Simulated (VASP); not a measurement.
# Be3Se2O (Cm) in VASP: band structure with PBE

Aim: the band structure of Be3Se2O with PBE.

All numbers are computed with VASP 6.6.1; they aren't measurements. Logs are shortened: lines on timing, memory, paths and dates and some standing lists are left out, and cuts for length are marked.

## (1) The crystal as given

Symmetry: Cm, No. 8, monoclinic system. Conventional cell: a = 5.767 Å, b = 10.047 Å, c = 3.672 Å, α = 90.00°, β = 122.87°, γ = 90.00°. Be (site symmetry 1) has 1 O at 1.59 Å as nearest neighbours. Around Be (site symmetry m) lie 1 O at 1.52 Å. Se (site symmetry 1) has 4 Be at 2.19 to 2.33 Å as nearest neighbours. O (site symmetry m) has 3 Be at 1.52 to 1.59 Å as nearest neighbours.

The cell was built by a generator and needn't be a form met in nature.

## (2) Band structure, PBE

Input file POSCAR:

```
Be3Se2O
1.0
    2.8836900000     -5.0232800000      0.0000000000
    2.8836900000      5.0232800000      0.0000000000
   -1.9927710000      0.0000000000      3.0839480000
Be Se O
3 2 1
Direct
    0.3647740000      0.0944330000      0.2599370000
    0.0944330000      0.3647740000      0.2599370000
    0.7812690000      0.7812690000      0.1106980000
    0.3413560000      0.6742820000      0.0069300000
    0.6742820000      0.3413560000      0.0069300000
    0.0604260000      0.0604260000      0.1577330000
```

Input file INCAR.step1:

```
SYSTEM = Be3Se2O
PREC     = Accurate       ! precision mode
ENCUT    = 520            ! plane-wave cutoff, eV
EDIFF    = 1E-6           ! SCF threshold, eV
ISMEAR   = 0              ! smearing method
SIGMA    = 0.03           ! smearing width, eV
LREAL    = .False.        ! projectors in reciprocal space
LASPH    = .True.         ! aspherical terms in the spheres
NELM     = 60             ! most SCF steps
ALGO     = Normal         ! electronic algorithm
ISIF     = 2              ! what is computed and relaxed
LWAVE    = .False.        ! write WAVECAR
LCHARG   = .True.         ! write CHGCAR
GGA      = PE             ! functional
```

Input file KPOINTS.step1:

```
Automatic mesh
0
Gamma
  6 6 8
  0 0 0
```

Input file INCAR.step2:

```
SYSTEM = Be3Se2O
PREC     = Accurate       ! precision mode
ENCUT    = 520            ! plane-wave cutoff, eV
EDIFF    = 1E-6           ! SCF threshold, eV
ISMEAR   = 0              ! smearing method
SIGMA    = 0.05           ! smearing width, eV
LREAL    = .False.        ! projectors in reciprocal space
LASPH    = .True.         ! aspherical terms in the spheres
NELM     = 60             ! most SCF steps
ALGO     = Normal         ! electronic algorithm
ISIF     = 2              ! what is computed and relaxed
LWAVE    = .False.        ! write WAVECAR
LCHARG   = .False.        ! write CHGCAR
GGA      = PE             ! functional
ICHARG   = 11             ! starting density
```

Input file KPOINTS.step2:

```
path XGY,LGZ,NGM,RG
10
line-mode
reciprocal
 0.0000000000 -0.5000000000  0.5000000000  X
 0.0000000000  0.0000000000  0.0000000000  G

 0.0000000000  0.0000000000  0.0000000000  G
 0.0000000000  0.5000000000  0.0000000000  Y

 0.0000000000  0.0000000000  0.5000000000  L
 0.0000000000  0.0000000000  0.0000000000  G

 0.0000000000  0.0000000000  0.0000000000  G
-0.5000000000  0.0000000000  0.0000000000  Z

-0.5000000000 -0.5000000000  0.5000000000  N
 0.0000000000  0.0000000000  0.0000000000  G

 0.0000000000  0.0000000000  0.0000000000  G
-0.5000000000  0.5000000000  0.0000000000  M

-0.5000000000  0.0000000000  0.5000000000  R
 0.0000000000  0.0000000000  0.0000000000  G
```

Potentials or basis: VASP PAW PBE potentials, release 64 (Be, Se, O).

Launch:

```console
$ cat potpaw_PBE.64/Be/POTCAR potpaw_PBE.64/Se/POTCAR potpaw_PBE.64/O/POTCAR > POTCAR
$ cp INCAR.step1 INCAR
$ cp KPOINTS.step1 KPOINTS
$ mpirun -np 1 vasp_std > vasp.out
$ cp INCAR.step2 INCAR
$ cp KPOINTS.step2 KPOINTS
$ mpirun -np 1 vasp_std > vasp.out
```

OUTCAR:

```text
SYSTEM = Be3Se2O
   PREC = Accurate
   ENCUT = 520
   EDIFF = 1E-6
   ISMEAR = 0
   LREAL = .False.
   LASPH = .True.
   NELM = 60
   ISIF = 2
   GGA = PE
   ICHARG = 11

 ion  position               nearest neighbor table
   1  0.365  0.094  0.260-   6 1.59   5 2.27   4 2.28   5 2.33
   2  0.094  0.365  0.260-   6 1.59   4 2.27   5 2.28   4 2.33
   3  0.781  0.781  0.111-   6 1.52   5 2.19   4 2.19
   4  0.341  0.674  0.007-   3 2.19   2 2.27   1 2.28   2 2.33
   5  0.674  0.341  0.007-   3 2.19   1 2.27   2 2.28   1 2.33
   6  0.060  0.060  0.158-   3 1.52   2 1.59   1 1.59

  LATTYP: Found a base centered monoclinic cell.
 ALAT       =     5.7673800000
 B/A-ratio  =     1.7419625549
 C/A-ratio  =     0.6366438162
 COS(beta)  =    -0.5427280930

  Lattice vectors:

 A1 = (   2.8836900000,  -5.0232800000,   0.0000000000)
 A2 = (   2.8836900000,   5.0232800000,   0.0000000000)
 A3 = (  -1.9927710000,   0.0000000000,   3.0839480000)

Analysis of symmetry for initial positions (statically):
=====================================================================
 Subroutine PRICEL returns:
 Original cell was already a primitive cell.

 Routine SETGRP: Setting up the symmetry group for a
 base centered monoclinic supercell.

 Subroutine GETGRP returns: Found  2 space group operations
 (whereof  2 operations were pure point group operations)
 out of a pool of  4 trial point group operations.

The static configuration has the point symmetry C_1h.

Analysis of symmetry for dynamics (positions and initial velocities):
=====================================================================
 Subroutine PRICEL returns:
 Original cell was already a primitive cell.

 Routine SETGRP: Setting up the symmetry group for a
 base centered monoclinic supercell.

 Subroutine GETGRP returns: Found  2 space group operations
 (whereof  2 operations were pure point group operations)
 out of a pool of  4 trial point group operations.

The dynamic configuration has the point symmetry C_1h.

 Subroutine INISYM returns: Found  2 space group operations
 (whereof  2 operations are pure point group operations),
 and found     1 'primitive' translations

----------------------------------------------------------------------------------------

                                     Primitive cell

  volume of cell :      89.3456

  direct lattice vectors                    reciprocal lattice vectors
[... 92 lines left out ...]
   ISIF   =      2    stress and relaxation
   ISYM   =      2    0-nonsym 1-usesym 2-fastsym
   POTIM  = 0.5000    time-step for ionic-motion
   TEBEG  =    0.0;   TEEND  =   0.0 temperature during run
   PSTRESS=    0.0 pullay stress
   NELECT =      24.0000    total number of electrons
   NUPDOWN=      -1.0000    fix difference up-down
   EMIN   =  10.00;   EMAX   =-10.00  energy-range for DOS
   EFERMI =   0.00;   METHOD = LEGACY
   ISMEAR =     0;   SIGMA  =   0.05  broadening in eV -4-tet -1-fermi 0-gaus
   EFERMI_NEDOS =   21; number of points for ismear=-14 and -15
   IALGO  =     38    algorithm
   IMIX   =      4    mixing-type and parameters
     AMIX     =   0.40;   BMIX     =  1.00
     AMIX_MAG =   1.60;   BMIX_MAG =  1.00
  volume/ion in A,a.u.               =      14.89       100.49
  Fermi-wavevector in a.u.,A,eV,Ry     =   1.056301  1.996119 15.180989  1.115771
  Thomas-Fermi vector in A             =   2.191531
   LORBIT       =      0    0 simple, 1 ext, 2 COOP (PROOUT), +10 PAW based schemes
   GGA     = PE    functional components
   LHFCALC =     F    Hartree Fock is set to
   AEXX    =    0.0000 exact exchange contribution
   IVDW    =     0    specifies the selected vdW correction
   LEPSILON=     F    determine dielectric tensor
   LRPA    =     F    only Hartree local field effects (RPA)
 non-spin polarized calculation
 Gauss-broadening in eV      SIGMA  =   0.05
  energy-cutoff  :      520.00
  volume of cell :       89.35
 maximum number of plane-waves:      2422
 NGX is ok and might be reduce to    48

 number of electron      23.9999998 magnetization

 Free energy of the ion-electron system (eV)
  ---------------------------------------------------
  ext. energy  EPLUGINS =         0.00000000
  ---------------------------------------------------
  free energy    TOTEN  =       -28.93477098 eV

  energy without entropy =      -28.93477098  energy(sigma->0) =      -28.93477098

 E-fermi :   3.3839     XC(G=0):  -9.3449

 val. band max:        3.1273517513   @ k =  -0.5000   0.5000   0.0000
 cond. band min:       5.9441719198   @ k =  -0.5000   0.5000   0.0000
 fundamental gap:      2.8168201685
 Fermi energy:         3.3839273422

 k-point     1 :       0.0000   -0.5000    0.5000
  band No.  band energies     occupation
      1     -15.8914      2.00000
      2      -9.2621      2.00000
      3      -8.7857      2.00000
      4      -2.7380      2.00000
      5      -2.6655      2.00000
      6      -1.3900      2.00000
[... 433 lines left out ...]
      3      -8.4838      2.00000
      4      -2.8815      2.00000
      5      -2.6913      2.00000
      6      -1.7322      2.00000
[... 8 lines left out ...]
     15       8.5254      0.00000
     16       9.5680      0.00000

 [... further k-points ...]

------------------------ aborting loop because EDIFF is reached ----------------------------------------

  FORCE on cell =-STRESS in cart. coord.  units (eV):
  Direction    XX          YY          ZZ          XY          YZ          ZX
  --------------------------------------------------------------------------------------
  -------------------------------------------------------------------------------------
  Total        4.6297985     -0.9283499      8.1637566      0.0000000      0.0000000     -2.2393784
  in kB       83.0232382    -16.6475097    146.3954678      0.0000000      0.0000000    -40.1573514
  external PRESSURE =      70.9237321 kB  Pullay stress =       0.0000000 kB

 VOLUME and BASIS-vectors are now :
 -----------------------------------------------------------------------------
  energy-cutoff  :      520.00
  volume of cell :       89.35
      direct lattice vectors                 reciprocal lattice vectors
     2.883690000 -5.023280000  0.000000000     0.173388957 -0.099536558  0.112039660
     2.883690000  5.023280000  0.000000000     0.173388957  0.099536558  0.112039660
    -1.992771000  0.000000000  3.083948000     0.000000000  0.000000000  0.324259683

 POSITION                                       TOTAL-FORCE (eV/Angst)
 -----------------------------------------------------------------------------------
      0.80622     -1.35800      0.80163        -0.225062      0.381337     -0.102388
      0.80622      1.35800      0.80163        -0.225062     -0.381337     -0.102388
      4.28528      0.00000      0.34139         0.401946      0.000000     -0.017057
      2.91498      1.67238      0.02137         0.027610      0.086143     -0.028456
      2.91498     -1.67238      0.02137         0.027610     -0.086143     -0.028456
      0.03417      0.00000      0.48644        -0.007043      0.000000      0.278746
 -----------------------------------------------------------------------------------
    total drift:                                0.044369     -0.000000     -0.033434

  FREE ENERGIE OF THE ION-ELECTRON SYSTEM (eV)
  ---------------------------------------------------
  free  energy   TOTEN  =       -28.9347709802 eV

  energy  without entropy=      -28.9347709802  energy(sigma->0) =      -28.93477098
```

Run time: 4.8 min. Hardware: 1 thread of Intel Xeon Platinum 8488C (Sapphire Rapids), shared host; peak memory 0.32 GiB.

What came out:

```yaml
Band_gap_on_the_k_mesh: 2.82 eV, direct
Band_gap_along_the_path: 2.82 eV, direct
```

Levels at the corners of the path, in eV from the valence-band top:
```tsv
point	band 10	band 11	band 12	band 13	band 14	band 15
X	-2.26	-2.01	-1.26	2.84	4.48	5.29
Γ	-1.10	-0.99	-0.49	3.40	4.10	4.44
Γ	-1.10	-0.99	-0.49	3.40	4.10	4.44
Y	-1.06	-1.03	-0.62	3.93	4.29	5.17
L	-1.80	-1.54	-1.26	3.83	4.97	6.17
Γ	-1.10	-0.99	-0.49	3.40	4.10	4.44
Γ	-1.10	-0.99	-0.49	3.40	4.10	4.44
Z	-1.06	-1.03	-0.62	3.93	4.29	5.17
N	-1.84	-1.30	-1.19	3.68	4.76	6.00
Γ	-1.10	-0.99	-0.49	3.40	4.10	4.44
Γ	-1.10	-0.99	-0.49	3.40	4.10	4.44
M	-1.57	-1.03	0.00	2.82	4.43	5.25
R	-2.26	-2.01	-1.26	2.84	4.48	5.29
Γ	-1.10	-0.99	-0.49	3.40	4.10	4.44
```

Caveat: the log is that of the step along the path at fixed density, whose energy, stress, charges and moments have no meaning.
